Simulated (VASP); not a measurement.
These are revTPSS meta-GGA, VASP's PBE PAW potentials (set 64) (plane waves; VASP) values and carry that method's errors.

A VASP calculation is set up with these files.

File KPOINTS:
```
Automatic mesh
0
G
 15 15 15
```

**POSCAR**
```
V
1.0
 -1.5150000000   1.5150000000   1.5150000000
  1.5150000000  -1.5150000000   1.5150000000
  1.5150000000   1.5150000000  -1.5150000000
V
1
Cart
  0.0000000000   0.0000000000   0.0000000000
```

INCAR:
```
! general
SYSTEM  = V
PREC    = Accurate
ENCUT   = 520
LREAL   = F   ! projection in real space or not
LASPH   = T   ! aspherical one-centre terms

! electronic loop
EDIFF   = 1E-6
NELM    = 100   ! most electronic steps
ALGO    = Normal   ! blocked Davidson
LMAXMIX = 4
LMIXTAU = T

! smearing
ISMEAR  = 1   ! Methfessel-Paxton
SIGMA   = 0.1

! functional
METAGGA = RTPSS

! ions
IBRION  = 2   ! conjugate gradients
NSW     = 60   ! most ionic steps
ISIF    = 3   ! ions, shape and volume
EDIFFG  = -0.01

! output
LWAVE   = F
LCHARG  = F
```

POTCAR, in this order: V_sv (PBE.64 set). Program: vasp_std.

The resulting files:

OUTCAR:
```
 ion  position               nearest neighbor table
   1  0.000  0.000  0.000-
  LATTYP: Found a body centered cubic cell.
 ALAT       =     3.0300000000
 Subroutine PRICEL returns:
 Original cell was already a primitive cell.
 Subroutine GETGRP returns: Found 48 space group operations
The static configuration has the point symmetry O_h .
The dynamic configuration has the point symmetry O_h .
 Subroutine INISYM returns: Found 48 space group operations
 Subroutine IBZKPT returns following result:
 Found    120 irreducible k-points:

 Following reciprocal coordinates:
            Coordinates               Weight
  0.000000  0.000000  0.000000      1.000000
  0.066667  0.000000  0.000000     12.000000
  0.133333  0.000000  0.000000     12.000000
  0.200000  0.000000  0.000000     12.000000
  0.266667  0.000000  0.000000     12.000000
  0.333333  0.000000  0.000000     12.000000
  0.400000  0.000000  0.000000     12.000000
  0.466667  0.000000  0.000000     12.000000
  0.066667  0.066667  0.000000     24.000000
  0.133333  0.066667  0.000000     48.000000
...
```

**OSZICAR**
```
       N       E                     dE             d eps       ncg     rms          rms(c)
DAV:   1     0.764331842999E+03    0.76433E+03   -0.12868E+08  2400   0.124E+08
DAV:   2     0.576694027328E+03   -0.18764E+03   -0.11450E+03  2400   0.246E+05
DAV:   3     0.752163614554E+02   -0.50148E+03   -0.48798E+03  4724   0.666E+03
DAV:   4    -0.504254636276E+04   -0.51178E+04   -0.51123E+04  4396   0.366E+04
DAV:   5    -0.244193807264E+03    0.47984E+04   -0.33995E+03  4388   0.201E+04    0.162E+01
DAV:   6    -0.715057191325E+01    0.23704E+03   -0.15257E+02  2692   0.112E+02    0.512E+00
DAV:   7     0.261912782039E+01    0.97697E+01   -0.25464E+01  2490   0.915E+01    0.226E+00
DAV:   8    -0.823280264375E+01   -0.10852E+02   -0.16830E+01  2422   0.799E+01    0.292E+00
DAV:   9    -0.818588159434E+01    0.46921E-01   -0.11734E-01  2500   0.620E+00    0.171E+00
DAV:  10    -0.816946904476E+01    0.16413E-01   -0.18917E-02  2418   0.269E+00    0.119E+00
DAV:  11    -0.816680754857E+01    0.26615E-02   -0.53822E-02  2408   0.395E+00    0.245E-01
DAV:  12    -0.816822186271E+01   -0.14143E-02   -0.61389E-04  2420   0.439E-01    0.229E-01
DAV:  13    -0.816765790513E+01    0.56396E-03   -0.88888E-04  2418   0.472E-01    0.706E-02
DAV:  14    -0.816784458860E+01   -0.18668E-03   -0.31927E-04  2408   0.298E-01    0.186E-02
DAV:  15    -0.816785729608E+01   -0.12707E-04   -0.65072E-05  2402   0.144E-01    0.179E-02
DAV:  16    -0.816785977225E+01   -0.24762E-05   -0.45368E-06  2368   0.364E-02    0.679E-03
DAV:  17    -0.816785901946E+01    0.75278E-06   -0.51743E-07  1200   0.133E-02
   1 F= -.81678590E+01 E0= -.81679207E+01  d E =-.816786E+01
       N       E                     dE             d eps       ncg     rms          rms(c)
DAV:   1    -0.130591755011E+02   -0.48913E+01   -0.10092E+02  2400   0.175E+02    0.288E+01
DAV:   2    -0.802922497449E+01    0.50300E+01   -0.16782E+01  2404   0.739E+01    0.527E+00
DAV:   3    -0.817363400849E+01   -0.14441E+00   -0.23924E-01  2430   0.813E+00    0.398E+00
DAV:   4    -0.802412320581E+01    0.14951E+00   -0.19265E-01  2404   0.771E+00    0.971E-01
DAV:   5    -0.812995584712E+01   -0.10583E+00   -0.17731E-01  2400   0.795E+00    0.217E-01
DAV:   6    -0.814370393068E+01   -0.13748E-01   -0.96958E-03  2402   0.177E+00    0.732E-02
DAV:   7    -0.814490402215E+01   -0.12001E-02   -0.37747E-04  2400   0.375E-01    0.216E-02
DAV:   8    -0.814485996500E+01    0.44057E-04   -0.80646E-05  2408   0.145E-01    0.296E-02
DAV:   9    -0.814497585950E+01   -0.11589E-03   -0.49149E-05  2404   0.111E-01    0.338E-03
DAV:  10    -0.814497816828E+01   -0.23088E-05   -0.41547E-07  1230   0.105E-02    0.648E-04
DAV:  11    -0.814497910082E+01   -0.93254E-06   -0.59902E-08  1200   0.415E-03
   2 F= -.81449791E+01 E0= -.81455539E+01  d E =0.228799E-01
       N       E                     dE             d eps       ncg     rms          rms(c)
DAV:   1    -0.959633014916E+01   -0.14514E+01   -0.32168E+01  2400   0.107E+02    0.129E+01
DAV:   2    -0.814269724841E+01    0.14536E+01   -0.70069E+00  2404   0.394E+01    0.208E+00
DAV:   3    -0.821092694711E+01   -0.68230E-01   -0.72666E-02  2400   0.507E+00    0.104E+00
DAV:   4    -0.813702407665E+01    0.73903E-01   -0.63925E-02  2402   0.420E+00    0.528E-01
DAV:   5    -0.820168689932E+01   -0.64663E-01   -0.37388E-02  2400   0.357E+00    0.364E-02
DAV:   6    -0.820159745240E+01    0.89447E-04   -0.64042E-04  2400   0.380E-01    0.557E-02
DAV:   7    -0.820222949464E+01   -0.63204E-03   -0.36600E-04  2400   0.300E-01    0.299E-02
DAV:   8    -0.820229159807E+01   -0.62103E-04   -0.33623E-05  2414   0.988E-02    0.171E-03
DAV:   9    -0.820228973816E+01    0.18599E-05   -0.11877E-06  1510   0.199E-02    0.918E-04
DAV:  10    -0.820229175266E+01   -0.20145E-05   -0.15658E-07  1200   0.686E-03    0.690E-04
DAV:  11    -0.820229146651E+01    0.28615E-06   -0.32492E-08  1200   0.326E-03
   3 F= -.82022915E+01 E0= -.82026777E+01  d E =-.344324E-01
       N       E                     dE             d eps       ncg     rms          rms(c)
DAV:   1    -0.820267004585E+01   -0.37829E-03   -0.82930E-03  2400   0.166E+00    0.226E-01
DAV:   2    -0.820227405877E+01    0.39599E-03   -0.16468E-03  2406   0.639E-01    0.407E-02
DAV:   3    -0.820229698114E+01   -0.22922E-04   -0.11617E-05  2400   0.626E-02    0.244E-02
DAV:   4    -0.820228761110E+01    0.93700E-05   -0.17215E-05  2402   0.712E-02    0.920E-03
DAV:   5    -0.820230123239E+01   -0.13621E-04   -0.12442E-05  2400   0.658E-02    0.120E-03
DAV:   6    -0.820230070166E+01    0.53072E-06   -0.11129E-07  1200   0.573E-03
   4 F= -.82023007E+01 E0= -.82026863E+01  d E =-.344417E-01
```

### OUTCAR
```
------------------------ aborting loop because EDIFF is reached ----------------------------------------
  FORCE on cell =-STRESS in cart. coord.  units (eV):
  Direction    XX          YY          ZZ          XY          YZ          ZX
  --------------------------------------------------------------------------------------
  Total       -0.0035754     -0.0035754     -0.0035754      0.0000000      0.0000000     -0.0000000
  in kB       -0.4402593     -0.4402593     -0.4402593      0.0000000      0.0000000     -0.0000000
  external PRESSURE =      -0.4402593 kB  Pullay stress =       0.0000000 kB
  volume of cell :       13.01
      direct lattice vectors                 reciprocal lattice vectors
    -1.481681038  1.481681038  1.481681038     0.000000000  0.337454545  0.337454545
     1.481681038 -1.481681038  1.481681038     0.337454545  0.000000000  0.337454545
     1.481681038  1.481681038 -1.481681038     0.337454545  0.337454545  0.000000000
 POSITION                                       TOTAL-FORCE (eV/Angst)
 -----------------------------------------------------------------------------------
      1.48168     -1.48168      1.48168         0.000000      0.000000     -0.000000
 -----------------------------------------------------------------------------------
    total drift:                                0.000000     -0.000000      0.000000
  FREE ENERGIE OF THE ION-ELECTRON SYSTEM (eV)
  ---------------------------------------------------
  free  energy   TOTEN  =        -8.2023007017 eV

  energy  without entropy=       -8.2034575464  energy(sigma->0) =       -8.20268632

 reached required accuracy - stopping structural energy minimisation
```
(Selected blocks of OUTCAR.)

File CONTCAR:
```
V
   1.00000000000000
    -1.4816810380822609    1.4816810380822609    1.4816810380822609
     1.4816810380822609   -1.4816810380822609    1.4816810380822609
     1.4816810380822609    1.4816810380822609   -1.4816810380822609
  V
     1
Direct
     0.0000000000000000    1.0000000000000000    0.0000000000000000
```

Energy and stress use the plane-wave basis of the starting cell.

The compound is V in the bcc structure. This run relaxes it. Symmetry was kept, so distortions that lower it aren't found. The run is not spin-polarised, so no magnetic state was tried.
